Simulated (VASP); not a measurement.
An input for Quantum ESPRESSO's pw.x (written as the equivalent of a VASP run, and not itself run):

```
&CONTROL
  calculation = 'scf'
  pseudo_dir = './pseudo'
  outdir = './out'
  tprnfor = .true.
  tstress = .true.
/
&SYSTEM
  ibrav = 0
  nat = 5
  ntyp = 3
  ecutwfc = 84
  occupations = 'smearing'
  smearing = 'gaussian'
  degauss = 0.003675
  input_dft = 'pbesol'
/
&ELECTRONS
  conv_thr = 7.3e-09
  electron_maxstep = 100
/
ATOMIC_SPECIES
  K 39.098 K.upf
  Ta 180.948 Ta.upf
  O 15.999 O.upf
CELL_PARAMETERS angstrom
     3.9085486    0.0000000    0.0000000
     0.0000000    3.9085486    0.0000000
     0.0000000    0.0000000    3.9085486
ATOMIC_POSITIONS crystal
  K    0.0000000  0.0000000  0.0000000
  Ta   0.5000000  0.5000000  0.5000000
  O    0.5000000  0.0000000  0.5000000
  O    0.0000000  0.5000000  0.5000000
  O    0.5000000  0.5000000  0.0000000
K_POINTS automatic
  6 6 6 0 0 0
```

Task: Write the VASP files for the same calculation (PBEsol).

Result: One answer among several that fit: 
INCAR:
```
# general
SYSTEM =KTaO3
PREC   =Accurate
ENCUT  =520   # plane-wave cut-off (eV)
LREAL  =.FALSE.   # projection in real space or not
LASPH  =.TRUE.

# electronic loop
EDIFF  =1E-7
NELM   =100   # most electronic steps
ALGO   =Normal   # blocked Davidson
LMAXMIX=6   # l cut-off of mixed one-centre charges

# smearing
ISMEAR =0   # Gaussian
SIGMA  =0.05   # width (eV)

# functional
GGA    =PS

# ions
ISIF   =2   # forces and stress, cell fixed

# output
LWAVE  =.FALSE.
LCHARG =.FALSE.
```

KPOINTS:
```
Regular mesh
0
Gamma
 6 6 6
```

### POSCAR
```
KTaO3
1
    3.9085485738     0.0000000000     0.0000000000
    0.0000000000     3.9085485738     0.0000000000
    0.0000000000     0.0000000000     3.9085485738
K Ta O
1 1 3
Direct
  0.0000000000   0.0000000000   0.0000000000
  0.5000000000   0.5000000000   0.5000000000
  0.5000000000   0.0000000000   0.5000000000
  0.0000000000   0.5000000000   0.5000000000
  0.5000000000   0.5000000000   0.0000000000
```

POTCAR, in this order: K_sv Ta_pv O (PBE.64 set). Program: vasp_std.

What does not carry over: the potentials are each code's own (VASP's PAW set, PseudoDojo norm-conserving files in pw.x), so ENCUT and ecutwfc are chosen apart and not converted; conv_thr bounds pw.x's estimated SCF error, while EDIFF bounds the energy change between steps.

The compound is KTaO3 in the cubic perovskite structure. This cell is one point of a volume scan, at 0.94 of the reference volume.
